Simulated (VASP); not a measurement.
All values below come from RPA correlation on PBE orbitals, VASP's PBE PAW potentials (set 64) (plane waves; VASP).

A VASP calculation is set up with these files.

**POSCAR**
```
SiC
2.180
  0.0000000000   1.0000000000   1.0000000000
  1.0000000000   0.0000000000   1.0000000000
  1.0000000000   1.0000000000   0.0000000000
Si C
1 1
Cart
  0.0000000000   0.0000000000   0.0000000000
  0.5000000000   0.5000000000   0.5000000000
```

**INCAR**
```
ALGO = ACFDT
ENCUT = 500
ENCUTGW = 300
GGA = PE
ISMEAR = 0
LASPH = T
LCHARG = F
LREAL = F
LWAVE = F
NBANDS = 544
NOMEGA = 12
PREC = Normal
SIGMA = 0.01
SYSTEM = SiC
```

**KPOINTS**
```
Regular mesh
0
Gamma
 4 4 4
0 0 0
```

POTCAR, in this order: Si_GW C_GW_new (PBE.64 set). Program: vasp_std. Read from the step before: WAVECAR, WAVEDER.

The run wrote:

File OUTCAR:
```
 ion  position               nearest neighbor table
   1  0.000  0.000  0.000-   2 1.89   2 1.89   2 1.89   2 1.89
   2  0.250  0.250  0.250-   1 1.89   1 1.89   1 1.89   1 1.89
  LATTYP: Found a face centered cubic cell.
 ALAT       =     4.3600000000
 Subroutine PRICEL returns:
 Original cell was already a primitive cell.
 Subroutine GETGRP returns: Found 24 space group operations
The static configuration has the point symmetry T_d .
The dynamic configuration has the point symmetry T_d .
 Subroutine INISYM returns: Found 24 space group operations
 Subroutine IBZKPT returns following result:
 Found      8 irreducible k-points:

 Following reciprocal coordinates:
            Coordinates               Weight
  0.000000  0.000000  0.000000      1.000000
  0.250000  0.000000  0.000000      8.000000
  0.500000  0.000000  0.000000      4.000000
  0.250000  0.250000  0.000000      6.000000
  0.500000  0.250000  0.000000     24.000000
 -0.250000  0.250000  0.000000     12.000000
  0.500000  0.500000  0.000000      3.000000
 -0.250000  0.500000  0.250000      6.000000
 Subroutine IBZKPT_HF returns following result:
   k-points           NKPTS =      8   k-points in BZ     NKDIM =     64   number of bands    NBANDS=    544
   number of dos      NEDOS =    301   number of ions     NIONS =      2
   total plane-waves  NPLWV =   5832
   dimension x,y,z NGX =    18 NGY =   18 NGZ =   18
   dimension x,y,z NGXF=    36 NGYF=   36 NGZF=   36
   ions per type =               1   1
   PREC   = normal    normal or accurate (medium, high low for compatibility)
   ISTART =      1    job   : 0-new  1-cont  2-samecut
   ICHARG =      0    charge: 1-file 2-atom 10-const
   ISPIN  =      1    spin polarized calculation?
   LNONCOLLINEAR =      F non collinear calculations
   LSORBIT =      F    spin-orbit coupling
   INIWAV =      1    electr: 0-lowe 1-rand  2-diag
   ENCUT  =  500.0 eV  36.75 Ry    6.06 a.u.   5.62  5.62  5.62*2*pi/ulx,y,z
   NELM   =     60;   NELMIN=  2; NELMDL=  0     # of ELM steps
   EDIFF  = 0.1E-03   stopping-criterion for ELM
   LREAL  =      F    real-space projection
   NLSPLINE    = F    spline interpolate recip. space projectors
   LMAXMIX     =    2 max onsite mixed and CHGCAR
   VOSKOWN=      0    Vosko Wilk Nusair interpolation
   EDIFFG = 0.1E-02   stopping-criterion for IOM
   NSW    =      0    number of steps for IOM
   NBLOCK =      1;   KBLOCK =      1    inner block; outer block
   IBRION =     -1    ionic relax: 0-MD 1-quasi-New 2-CG
   NFREE  =      0    steps in history (QN), initial steepest desc. (CG)
   ISIF   =      0    stress and relaxation
   ISYM   =      3    0-nonsym 1-usesym 2-fastsym
   TEIN   =    0.0    initial temperature
   TEBEG  =    0.0;   TEEND  =   0.0 temperature during run
   SMASS  =  -3.00    Nose mass-parameter (am)
   PSTRESS=    0.0 pullay stress
   NELECT =       8.0000    total number of electrons
   EFERMI =   0.00;   METHOD = LEGACY
   ISMEAR =     0;   SIGMA  =   0.01  broadening in eV -4-tet -1-fermi 0-gaus
   IALGO  =     38    algorithm
   LDIAG  =      T    sub-space diagonalisation (order eigenvalues)
   IMIX   =      4    mixing-type and parameters
     AMIX     =   0.40;   BMIX     =  1.00
     AMIX_MAG =   1.60;   BMIX_MAG =  1.00
     AMIN     =   0.10
   GGA     = PE    functional components
   VOSKOWN =     0    Vosko Wilk Nusair interpolation
   LHFCALC =     T    Hartree Fock is set to
   NKREDX  =     1    reduce k-point grid by
   AEXX    =    1.0000 exact exchange contribution
   HFSCREEN=    0.0000 screening length (either q_TF or 0.3 A-1)
   HFRCUT  =    0.0000 spherical cutoff for potential kernel
   AGGAX   =    0.0000 GGA exchange part
   ALDAC   =    0.0000 LDA correlation
   AGGAC   =    0.0000 GGA correlation
...
```

File OSZICAR:
```
energies w=
    0.000    0.320    0.000    1.048    0.000    2.070    0.000    3.701
    0.000    6.494    0.000   11.464    0.000   20.570    0.000   37.716
    0.000   70.994    0.000  138.311    0.000  286.104    0.000  714.383
NQ=   1    0.0000    0.0000    0.0000,
 performed       1619000 updates of chi_q(r,r)
NQ=   2    0.2500    0.0000    0.0000,
 performed       3238000 updates of chi_q(r,r)
NQ=   3    0.5000    0.0000    0.0000,
 performed       4857000 updates of chi_q(r,r)
NQ=   4    0.2500    0.2500    0.0000,
 performed       6476000 updates of chi_q(r,r)
NQ=   5    0.5000    0.2500    0.0000,
 performed       8095000 updates of chi_q(r,r)
NQ=   6   -0.2500    0.2500    0.0000,
 performed       9714000 updates of chi_q(r,r)
NQ=   7    0.5000    0.5000    0.0000,
 performed      11333000 updates of chi_q(r,r)
NQ=   8   -0.2500    0.5000    0.2500,
 performed      12952000 updates of chi_q(r,r)
```

File OUTCAR:
```


      cutoff energy     smooth cutoff   RPA   correlation   Hartree contr. to MP2
---------------------------------------------------------------------------------
            300.000           240.000      -12.7117111254      -20.0998902505
            285.714           228.571      -12.6778617341      -20.0644936409
            272.109           217.687      -12.6409255516      -20.0257307794
            259.151           207.321      -12.6006847952      -19.9833603204
            246.811           197.449      -12.5575951026      -19.9377988083
            235.058           188.046      -12.5103923915      -19.8876528965
            223.865           179.092      -12.4593828107      -19.8332026895
            213.204           170.564      -12.4049522449      -19.7746985654
  linear regression
  converged value                          -13.1718730508      -20.5882111213
```
(Selected blocks of OUTCAR.)

The mesh is coarse, so the correlation energy is not converged in k-points.

The compound is SiC in the zinc blende structure. The cell was not relaxed at this level. The k-mesh is coarse (spacing up to 0.62 per Å, 2π included), so the numbers may not be converged in it.
